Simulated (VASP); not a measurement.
Input:

```
SrTiO3
1.0
    3.94121     0.00000     0.00000
    0.00000     3.94121     0.00000
    0.00000     0.00000     3.94121
Sr Ti O
1 1 3
Direct
  0.00000   0.00000   0.00000
  0.50000   0.50000   0.50000
  0.50000   0.00000   0.50000
  0.00000   0.50000   0.50000
  0.50000   0.50000   0.00000
```

These are modified Becke-Johnson potential (mBJ), VASP's PBE PAW potentials (set 64) (plane waves; VASP) values and carry that method's errors. Run with 500 eV cut-off, 4×4×4 Γ-centred mesh, Gaussian smearing of 0.050 eV, potentials Sr_sv Ti_sv O.

mBJ is a potential without an energy functional, so only the levels count.

Question: Estimate the band gap (over mesh and band path) with the smallest direct gap where there is one.

Answer: 
| Item | Result |
|---|---|
| band gap (over mesh and band path) | 2.74 eV |
| smallest direct gap (over mesh and band path) | 3.17 eV |

The structure comes from a computed database's SrTiO3 entry (Pm-3m); how it stands against other phases isn't given here. It was relaxed first. The cell's shape comes from a PBE relaxation.
